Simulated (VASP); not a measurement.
# Sr4Al2Pd3 (a cell with a defect) in VASP: notebook, part 2 of 2

VASP 6.6.1.

### 5 Single point, PBE

Contents of INCAR:

```
SYSTEM = Sr4Al2Pd3
PREC     = Accurate       ! precision mode
ENCUT    = 520            ! plane-wave cutoff, eV
EDIFF    = 1E-7           ! SCF threshold, eV
ISMEAR   = -1             ! smearing method
SIGMA    = 0.05           ! smearing width, eV
LREAL    = .False.        ! projectors in reciprocal space
LASPH    = .True.         ! aspherical terms in the spheres
NELM     = 100            ! most SCF steps
ALGO     = Fast           ! electronic algorithm
ISIF     = 2              ! what is computed and relaxed
LWAVE    = .False.        ! write WAVECAR
LCHARG   = .False.        ! write CHGCAR
GGA      = PE             ! functional
NBANDS   = 48             ! bands
```

Contents of KPOINTS:

```
regular mesh
0
Gamma
  3 3 2
  0 0 0
```

Contents of POSCAR:

```
Sr4Al2Pd3
1.0
   -5.1567530000      0.0000000000      2.9925460000
    5.1567530000      0.0000000000      2.9925460000
    0.0000000000      7.7156460000      2.9925460000
Sr Pd Al
4 3 2
Direct
    0.3180883788      0.6474621146      0.0851100478
    0.7296428672      0.3730958308      0.8986738116
    0.4022002562      0.5767174379      0.6030880629
    0.1626631711      0.9948298466      0.3841273952
    0.7356465192      0.0717178804      0.2575742848
    0.0556332710      0.9730111249      0.7380482464
    0.7391091964      0.5594808527      0.2541249300
    0.0200475754      0.0200795723      0.0191451241
    0.7475154684      0.2598783836      0.5167645068
```

Potentials or basis: VASP PAW PBE potentials, release 64 (Sr_sv, Pd, Al).

Started as:

```bash
> cat potpaw_PBE.64/Sr_sv/POTCAR potpaw_PBE.64/Pd/POTCAR potpaw_PBE.64/Al/POTCAR > POTCAR
> mpirun -np 1 vasp_std > vasp.out
```

OUTCAR:

```text
SYSTEM = Sr4Al2Pd3
   PREC = Accurate
   ENCUT = 520
   EDIFF = 1E-7
   ISMEAR = -1
   LREAL = .False.
   LASPH = .True.
   NELM = 100
   ISIF = 2
   GGA = PE

 ion  position               nearest neighbor table
   1  0.318  0.647  0.085-   7 3.21   5 3.24   7 3.29   5 3.31   8 3.46   8 3.50   8 3.50   2 3.58
                             4 3.77   4 3.77   9 3.80   2 3.81   2 3.82   6 4.03   3 4.05   6 4.13
   2  0.730  0.373  0.899-   6 2.96   5 3.20   7 3.33   9 3.34   8 3.45   8 3.49   1 3.58   3 3.75
                             8 3.78   3 3.78   1 3.81   1 3.82   6 4.01   4 4.11   6 4.15   4 4.40
   3  0.402  0.577  0.603-   6 2.97   5 3.14   7 3.25   9 3.38   9 3.48   9 3.67   8 3.68   2 3.75
                             4 3.77   2 3.78   4 3.79   6 3.93   4 3.96   6 4.01   1 4.05   1 4.37
   4  0.163  0.995  0.384-   6 2.85   5 3.12   7 3.13   5 3.15   7 3.19   8 3.28   9 3.52   9 3.61
                             9 3.65   1 3.77   1 3.77   3 3.77   3 3.79   3 3.96   2 4.11   2 4.40
   5  0.736  0.072  0.258-   8 2.53   9 2.59   7 2.89   7 3.07   4 3.12   3 3.14   4 3.15   2 3.20
                             1 3.24   1 3.31
   6  0.056  0.973  0.738-   8 2.38   4 2.85   2 2.96   3 2.97   3 3.93   2 4.01   3 4.01   1 4.03
                             1 4.13   2 4.15
   7  0.739  0.559  0.254-   8 2.54   9 2.58   5 2.89   5 3.07   4 3.13   4 3.19   1 3.21   3 3.25
                             1 3.29   2 3.33
   8  0.020  0.020  0.019-   6 2.38   5 2.53   7 2.54   4 3.28   2 3.45   1 3.46   2 3.49   1 3.50
                             1 3.50   3 3.68   2 3.78
   9  0.748  0.260  0.517-   7 2.58   5 2.59   2 3.34   3 3.38   3 3.48   4 3.52   4 3.61   4 3.65
                             3 3.67   1 3.80

  LATTYP: Found a face centered orthorhombic cell.
 ALAT       =     5.9850920000
 B/A-ratio  =     1.7231992424
 C/A-ratio  =     2.5782881867

  Lattice vectors:

 A1 = (   5.1567530000,   7.7156460000,   0.0000000000)
 A2 = (   0.0000000000,   7.7156460000,   2.9925460000)
 A3 = (   5.1567530000,   0.0000000000,   2.9925460000)

Analysis of symmetry for initial positions (statically):
=====================================================================
 Subroutine PRICEL returns:
 Original cell was already a primitive cell.

 Routine SETGRP: Setting up the symmetry group for a
 face centered orthorhombic supercell.

 Subroutine GETGRP returns: Found  1 space group operations
 (whereof  1 operations were pure point group operations)
 out of a pool of  8 trial point group operations.

The static configuration has the point symmetry C_1 .

Analysis of symmetry for dynamics (positions and initial velocities):
=====================================================================
 Subroutine PRICEL returns:
 Original cell was already a primitive cell.

 Routine SETGRP: Setting up the symmetry group for a
 face centered orthorhombic supercell.

 Subroutine GETGRP returns: Found  1 space group operations
 (whereof  1 operations were pure point group operations)
 out of a pool of  8 trial point group operations.

The dynamic configuration has the point symmetry C_1 .

 Subroutine INISYM returns: Found  1 space group operations
 (whereof  1 operations are pure point group operations),
 and found     1 'primitive' translations

----------------------------------------------------------------------------------------
[... 97 lines left out ...]
   number of dos      NEDOS =    301   number of ions     NIONS =      9
   total plane-waves  NPLWV = 147456
   dimension x,y,z NGX =    48 NGY =   48 NGZ =   64
   dimension x,y,z NGXF=    96 NGYF=   96 NGZF=  128
   ions per type =               4   3   2
   NGX,Y,Z   is equivalent  to a cutoff of  13.38, 13.38, 12.86 a.u.
   NGXF,Y,Z  is equivalent  to a cutoff of  26.77, 26.77, 25.71 a.u.
 SYSTEM =  Sr4Al2Pd3
   PREC   = accura    normal or accurate (medium, high low for compatibility)
   ISTART =      0    job   : 0-new  1-cont  2-samecut
   ICHARG =      2    charge: 1-file 2-atom 10-const
   ISPIN  =      1    spin polarized calculation?
   LNONCOLLINEAR =      F non collinear calculations
   LSORBIT =      F    spin-orbit coupling
   LASPH  =      T    aspherical Exc in radial PAW
   ENCUT  =  520.0 eV  38.22 Ry    6.18 a.u.  11.09 11.09 15.39*2*pi/ulx,y,z
   NELM   =    100;   NELMIN=  2; NELMDL= -5     # of ELM steps
   EDIFF  = 0.1E-06   stopping-criterion for ELM
   LREAL  =      F    real-space projection
   EDIFFG = 0.1E-05   stopping-criterion for IOM
   NSW    =      0    number of steps for IOM
   IBRION =     -1    ionic relax: 0-MD 1-quasi-New 2-CG
   NFREE  =      0    steps in history (QN), initial steepest desc. (CG)
   ISIF   =      2    stress and relaxation
   ISYM   =      2    0-nonsym 1-usesym 2-fastsym
   POTIM  = 0.5000    time-step for ionic-motion
   TEBEG  =    0.0;   TEEND  =   0.0 temperature during run
   PSTRESS=    0.0 pullay stress
   NELECT =      76.0000    total number of electrons
   NUPDOWN=      -1.0000    fix difference up-down
   EMIN   =  10.00;   EMAX   =-10.00  energy-range for DOS
   EFERMI =   0.00;   METHOD = LEGACY
   ISMEAR =    -1;   SIGMA  =   0.05  broadening in eV -4-tet -1-fermi 0-gaus
   EFERMI_NEDOS =   21; number of points for ismear=-14 and -15
   IALGO  =     68    algorithm
   IMIX   =      4    mixing-type and parameters
     AMIX     =   0.40;   BMIX     =  1.00
     AMIX_MAG =   1.60;   BMIX_MAG =  1.00
  volume/ion in A,a.u.               =      26.46       178.56
  Fermi-wavevector in a.u.,A,eV,Ry     =   1.118767  2.114163 17.029582  1.251639
  Thomas-Fermi vector in A             =   2.255400
   LORBIT       =      0    0 simple, 1 ext, 2 COOP (PROOUT), +10 PAW based schemes
   GGA     = PE    functional components
   LHFCALC =     F    Hartree Fock is set to
   AEXX    =    0.0000 exact exchange contribution
   IVDW    =     0    specifies the selected vdW correction
   LEPSILON=     F    determine dielectric tensor
   LRPA    =     F    only Hartree local field effects (RPA)
 non-spin polarized calculation
 RMM-DIIS sequential band-by-band and
  energy-cutoff  :      520.00
  volume of cell :      238.13
 maximum number of plane-waves:      6426
 NGX is ok and might be reduce to    48
   NGX = 23   NGY = 23   NGZ = 31

 number of electron      76.0000001 magnetization

 Free energy of the ion-electron system (eV)
  ---------------------------------------------------
  ext. energy  EPLUGINS =         0.00000000
  ---------------------------------------------------
  free energy    TOTEN  =       -33.64300857 eV

  energy without entropy =      -33.60587180  energy(sigma->0) =      -33.62444019

 E-fermi :   4.5527     XC(G=0):  -9.5149

 val. band max:        4.5040975870   @ k =   0.0000   0.0000   0.0000
 cond. band min:       4.6106748957   @ k =  -0.3333   0.3333   0.5000
 fundamental gap:      0.1065773087
 Fermi energy:         4.5527189864

 k-point     1 :       0.0000    0.0000    0.0000
  band No.  band energies     occupation
      1     -31.3218      2.00000
      2     -31.0970      2.00000
      3     -31.0495      2.00000
      4     -30.7787      2.00000
      5     -13.4966      2.00000
      6     -13.4356      2.00000
[... 499 lines left out ...]
     47       6.7758      0.00000
     48       7.2959      0.00000

------------------------ aborting loop because EDIFF is reached ----------------------------------------

  FORCE on cell =-STRESS in cart. coord.  units (eV):
  Direction    XX          YY          ZZ          XY          YZ          ZX
  --------------------------------------------------------------------------------------
  -------------------------------------------------------------------------------------
  Total        0.8996133      4.8846711      2.2445655      0.1009926     -0.1254860      0.6702678
  in kB        6.0526701     32.8644568     15.1016156      0.6794865     -0.8442798      4.5096149
  external PRESSURE =      18.0062475 kB  Pullay stress =       0.0000000 kB

 VOLUME and BASIS-vectors are now :
 -----------------------------------------------------------------------------
  energy-cutoff  :      520.00
  volume of cell :      238.13
      direct lattice vectors                 reciprocal lattice vectors
    -5.156753000  0.000000000  2.992546000    -0.096960238 -0.064803388  0.167081809
     5.156753000  0.000000000  2.992546000     0.096960238 -0.064803388  0.167081809
     0.000000000  7.715646000  2.992546000     0.000000000  0.129606776  0.000000000

 POSITION                                       TOTAL-FORCE (eV/Angst)
 -----------------------------------------------------------------------------------
      1.69850      0.65668      3.14415        -0.002953     -0.012891      0.003279
     -1.83862      6.93385      5.98932        -0.006355      0.004355     -0.003242
      0.89994      4.65321      4.73423         0.012296      0.006511      0.002711
      4.29128      2.96379      4.61337        -0.012641     -0.019206     -0.008818
     -3.42372      1.98735      3.18688         0.000626      0.001739      0.014459
      4.73069      5.69452      5.28691         0.004173      0.041363      0.002592
     -0.92630      1.96074      4.64657        -0.006423      0.004805     -0.010965
      0.00017      0.14772      0.17737         0.010564     -0.023584      0.004174
     -2.51462      3.98717      4.56111         0.000711     -0.003092     -0.004190
 -----------------------------------------------------------------------------------
    total drift:                                0.000182      0.000281      0.000133

  FREE ENERGIE OF THE ION-ELECTRON SYSTEM (eV)
  ---------------------------------------------------
  free  energy   TOTEN  =       -33.6430085744 eV

  energy  without entropy=      -33.6058718041  energy(sigma->0) =      -33.62444019
```

It took 6.5 min on 1 thread of Intel Xeon Platinum 8559C (Emerald Rapids), shared host; peak memory 0.42 GiB.

Results:

```yaml
Free_energy: -33.6430 eV
Pressure: 1.8 GPa
Largest_force: 0.042 eV/Å
Band_gap_on_the_k_mesh: none (metal or under the smearing width)
```

Forces on the atoms (eV/Å):
```
Sr  -0.003 -0.013  0.003
Sr  -0.006  0.004 -0.003
Sr   0.012  0.007  0.003
Sr  -0.013 -0.019 -0.009
Pd   0.001  0.002  0.014
Pd   0.004  0.041  0.003
Pd  -0.006  0.005 -0.011
Al   0.011 -0.024  0.004
Al   0.001 -0.003 -0.004
```

Caveat: the k mesh is coarse (spacing up to 0.43 Å⁻¹), so the values aren't converged.
